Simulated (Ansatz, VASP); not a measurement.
## WC (Qusongite) in two plane-wave programs

Wanted: the spread between two codes on one cell, functional and k mesh. The cell is taken from a series of VASP runs on this material, whose earlier steps may have relaxed, scaled or displaced it; both programs get it as it stands.

Main program and level: Ansatz 0.2.0; plane waves, with VASP 6.6.1 beside it; zone-centre phonons at PBEsol.

**1. The starting structure**

Symmetry: P-6m2, No. 187, hexagonal system. The conventional cell has a = 2.897 Å, b = 2.897 Å, c = 2.828 Å, α = 90.00°, β = 90.00°, γ = 120.00°. W has 6 C at 2.19 Å nearest. Nearest to C lie 6 W at 2.19 Å. Farther neighbours are not listed.

As a file:

```cif
data_structure
_symmetry_space_group_name_H-M 'P-6m2'
_symmetry_Int_Tables_number 187
_cell_length_a 2.8973
_cell_length_b 2.8973
_cell_length_c 2.8279
_cell_angle_alpha 90.000
_cell_angle_beta 90.000
_cell_angle_gamma 120.000
_cell_volume 20.56
loop_
_atom_site_label
_atom_site_type_symbol
_atom_site_symmetry_multiplicity
_atom_site_Wyckoff_symbol
_atom_site_fract_x
_atom_site_fract_y
_atom_site_fract_z
_atom_site_occupancy
W1 W 1 a 0.00000 0.00000 0.00000 1
C1 C 1 f 0.66667 0.33333 0.50000 1
```

**2. Ansatz: zone-centre phonons, PBEsol**

Ansatz runs on its default PAW (the set named soft_2) files.

Second derivatives magnify differences that forces hide, and they need a tight electronic threshold.

input.yaml

```yaml
crystal:
  lattice:
    - [2.8972605947, 0.0, 0.0]
    - [-1.4486302974, 2.5091012764, 0.0]
    - [0.0, 0.0, 2.8278598765]
  atoms:
    - { symbol: W, position: [0.0, 0.0, 0.0] }
    - { symbol: C, position: [0.6666666667, 0.3333333333, 0.5] }
hamiltonian:
  xc: pbesol
  pseudopotentials: { kind: paw }
kpoints:
  mp_grid: { grid: [15, 15, 14] }
scf:
  occupations: { method: methfessel_paxton, width: 0.2 }
phonons:
  method: dfpt
  qpoints: [[0, 0, 0]]
```

Command:

```
ansatz run input.yaml --threads 4 --pin off --max-ram 9216MiB --backend cpu --events-out ev --progress --plain --runs-dir out
```

Numbers of over 12 decimals in the logs are rounded to 6 here.

The log of the run:

```text
zone centre: on kpoints.mp_grid the ground state, and the responses unless they are solved on pairs of k-points, stand on 512 of the mesh's 3150 k-points, reduced under 4 symmetry operations, with k and −k counted as one. Each operation leaves every solved displacement unchanged or reverses it
Engine: ansatz 0.2.0, aarch64-unknown-linux-gnu
Pseudopotentials: kind: paw
Pseudopotential: W, paw, valence charge 14, recommended cutoff 420 eV (normal), W.paw.azcp
Pseudopotential: C, paw, valence charge 4, recommended cutoff 420 eV (normal), C.paw.azcp
Functional definition: PBEsol
  exchange = pbesol_x
  correlation = pbesol_c
Crystal: 2 atoms, lattice volume = 20.557 Å³
Basis set: ecut = 420 eV, 405 PW (Γ), exchange–correlation on 40×40×40 points (8 copies of the dense FFT grid, shifted against one another)
Bands: 13, of which v1, the nominal top of the filled ones, is band 9 counted from 1 (8 counted from 0)
Symmetry: 12 space group operations
k-points: 512 of 3150 (irreducible under 4 space group operations, time reversal used)
Non-local potential: W, projectors of the file, l = 0: 3, l = 1: 2, l = 2: 2, l = 3: 1
Non-local potential: C, projectors of the file, l = 0: 2, l = 1: 2, l = 2: 1
PAW form: soft (Blöchl's): semilocal exchange-correlation on the pseudo side does not see the compensation charge
PAW frozen core: W, regenerated for the run's functional, and the local potential with it (the file was generated under x = pbe(κ = 0.804, μ = 0.219515), c = pbe(β = 0.066725))
PAW frozen core: C, regenerated for the run's functional, and the local potential with it (the file was generated under x = pbe(κ = 0.804, μ = 0.219515), c = pbe(β = 0.066725))
PAW one-centre angular grid: W, 590 points (default); XC on 64 Gauss nodes
PAW one-centre angular grid: C, 110 points (default); XC on 64 Gauss nodes
Initial density: superposition of atomic densities (neutral atoms: chi_scale 0, normalization atom), corrected by the library's trained network
Initial wavefunctions: pseudopotential atomic-orbital guess
Functional: x = pbesol(κ = 0.804, μ = 0.123457), c = pbesol(β = 0.046)
SCF iter   1: F=—  HF=-10503.734312 eV  |F-HF|=—  |Δ(HF+E_count)|=         —  Δρ=1.22e-2  dr2=2.61e-2  ethr=1.77e-3  ⟨swp⟩=5.2  Hψ=32820  notcnv=0
preconditioner: auto → none  [metal: Δε(μ)=0.028 eV  Ē_g=10.166 eV  σ=0.200 eV  W_gap=0.12  n_scr=8 (ndim 8)  ℏωp=25.9 eV  f_vac=0.000  D(μ)=0.27/eV (n_scr^D=0)  sad-step TF]
SCF iter   2: F=—  HF=-10503.732544 eV  |F-HF|=—  |Δ(HF+E_count)|=   1.77e-3  S|Δr|=    0.00e0  Δρ=7.82e-3  dr2=1.23e-2  ethr=1.45e-4  ⟨swp⟩=1.0  Hψ=10752  notcnv=0
SCF iter   3: F=—  HF=-10503.730322 eV  |F-HF|=—  |Δ(HF+E_count)|=   2.22e-3  S|Δr|=    0.00e0  Δρ=8.07e-4  dr2=6.67e-5  ethr=6.85e-5  ⟨swp⟩=2.2  Hψ=8727  notcnv=0
SCF iter   4: F=—  HF=-10503.730298 eV  |F-HF|=—  |Δ(HF+E_count)|=   2.38e-5  S|Δr|=    0.00e0  Δρ=1.98e-4  dr2=4.30e-6  ethr=3.71e-7  ⟨swp⟩=2.1  Hψ=10515  notcnv=0
SCF iter   5: F=—  HF=-10503.730299 eV  |F-HF|=—  |Δ(HF+E_count)|=   9.98e-7  S|Δr|=    0.00e0  Δρ=1.91e-5  dr2=4.20e-8  ethr=2.39e-8  ⟨swp⟩=2.6  Hψ=9826  notcnv=0
SCF iter   6: F=—  HF=-10503.730299 eV  |F-HF|=—  |Δ(HF+E_count)|=   2.82e-7  S|Δr|=    0.00e0  Δρ=1.90e-6  dr2=2.94e-10  ethr=2.33e-10  ⟨swp⟩=2.2  Hψ=10897  notcnv=0
SCF iter   7: F=—  HF=-10503.730299 eV  |F-HF|=—  |Δ(HF+E_count)|=  1.42e-10  S|Δr|=    0.00e0  Δρ=2.40e-7  dr2=1.09e-11  ethr=1.00e-12  ⟨swp⟩=7.0  Hψ=31065  notcnv=0
SCF iter   8: F=-10503.730299 eV  HF=-10503.730299 eV  |F-HF|=5.46e-12  |Δ(HF+E_count)|=  1.82e-12  S|Δr|=    0.00e0  Δρ=3.53e-8  dr2=1.91e-13  ethr=1.00e-12  ⟨swp⟩=5.9  Hψ=26507  notcnv=0
SCF 1 converged in 8 iterations: F = -10503.730299 eV  dr2 = 1.91e-13
  greatest PAW one-centre occupation: 1.000 electrons in one spin orbital (limit 2), on the W atom at site 0 (counted from 0), in its partial waves of l = 0
DFPT response loops at Γ: preconditioner auto → Kerker (q_TF=auto, 2.669 Å⁻¹) (partly filled bands, converged f_vac=0.000); β = 1.00, the filter's whole step (`scf.mixing.beta` (0.50) is not read by the response loops under this deck's `scf.mixing.preconditioner`; to damp them name `kerker` or `kerker_dos`, under which they read `scf.mixing.beta`, and type it under 1.00, their step now; both keys bind the ground state too); Broyden in place of MSR1
SCF converged after 8 iterations
Stability not checked: this state was not tested for a lower state beside it, because cold or Methfessel-Paxton smearing, or corrected tetrahedra, fill the levels in a way that the test cannot read (fill_not_monotonic; see scf.lower_state_search)
Free energy (F): -10503.730299 eV
Harris-Foulkes:  -10503.730299 eV  (|F-HF|=5.46e-12)
Internal energy: -10503.730901 eV  (E = F + TS)
E sigma→0 (E₀):  -10503.730450 eV
Entropy (-TS):   0.000603 eV (0.301 meV/atom)
Fermi energy:    20.615798 eV
Step filling:    the computed levels leave a gap of 0.0323 eV = 0.2 smearing widths at the electron count; against every level under it full and every level over it empty, smearing changes F+E_penalty+E_count by +0.293 meV and its σ→0 estimate by +0.143 meV
--- Per-component energies (eV) ---
  E_band       = -56.840936
  E_kinetic    = 542.358154
  E_local      = -660.231708  (includes V_loc(G=0)·N_el)
  E_nonlocal   = 28.159625
  E_hartree    = 233.257374
  E_xc         = -314.694605
  E_vxc        = -300.260759  (∫ρ·V_xc dr)
  E_paw        = -8530.890623  (= ΣΔE_a)
  E_vpaw       = -133.380937  (= ΣTr[D̂ρ^β])
  E_aug_tail   = -0.000064  (compensation charges beyond the density's cutoff)
  E_ewald      = -1801.931946
  E_core_change = 0.242893  (= ΣΔE_core)
  E_smearing   = 0.000603  (= −TS)
  E_closure    = 0.000000  (closes the sum)
  Σ components = -10503.730299   (vs F -10503.730299, Δ=0.00e0)
--- Band table (eV; the first three rows and the last of 512) ---
  k-point 0: bands = [... 5 lower, 16.2758, 17.2843, 17.2843, 20.7748, 23.9260, 23.9260, 26.3530, 26.3530]
  k-point 1: bands = [... 5 lower, 16.2195, 17.3419, 17.3419, 20.7523, 23.4769, 23.4769, 26.6243, 26.6243]
  k-point 2: bands = [... 5 lower, 15.9701, 17.5091, 17.5091, 20.8298, 22.5903, 22.5903, 26.9364, 26.9364]
  k-point 511: bands = [... 5 lower, 14.5597, 14.7306, 18.5455, 19.1829, 25.4580, 25.8960, 26.6085, 30.0500]
--- Phonons (Γ-DFPT): 4 representative perturbations + reference, on 512 of 3150 k-points (Σ response iterations 12) ---
  k mesh reduced under 4 symmetry operations, with k and −k counted as one. Each operation leaves every solved displacement unchanged or reverses it
  ASR residual: 1.309e-5 → 0.000e0 eV/Å²; symmetrization residual: 1.876e-6 eV/Å²
  ASR residual per site (eV/Å²): 1.13e-5 1.31e-5
  Γ frequencies (cm⁻¹): 0.00 0.00 0.00 592.21 626.28 626.28
  non-analytic LO–TO correction: not included (Born effective charges unavailable; polar crystals: no LO–TO splitting at Γ)
--- Phonons (arbitrary-q DFPT): 1 explicit q-point ---
  q = [0, 0, 0] (of the zone-centre solve; hermiticity 2.31e-7, symmetrization 3.77e-11): 0.00 0.00 0.00 592.21 626.28 626.28
  sum rule: each row above includes the acoustic sum rule's correction from the zone centre's row sums; it moved no ω² by more than (0.54 cm⁻¹)²
```

The job ended after 17 s (4 threads of Arm Neoverse V1, shared host; peak memory 0.59 GiB; 61 s of CPU time).

In the SCF lines HF is the Harris–Foulkes energy and dr2 the Hartree energy of the density residual, in eV; the loop may stop once dr2 is under the threshold and the program's other checks hold. Hψ counts applications of the Hamiltonian.

[end of part 1 of 2]

[Lines on the potential files, build, host, timing and source positions are cut from VASP's logs without a mark.]

[Logs are printed without paths, hosts, clocks, repeated set-up lines and the standing remarks that a program may print on its own settings, such as how far it seeks lower states.]

[Hosts, paths, dates, database ids (printed as entryN), source tags and the programs' standing remarks are cut or masked in the printed files.]
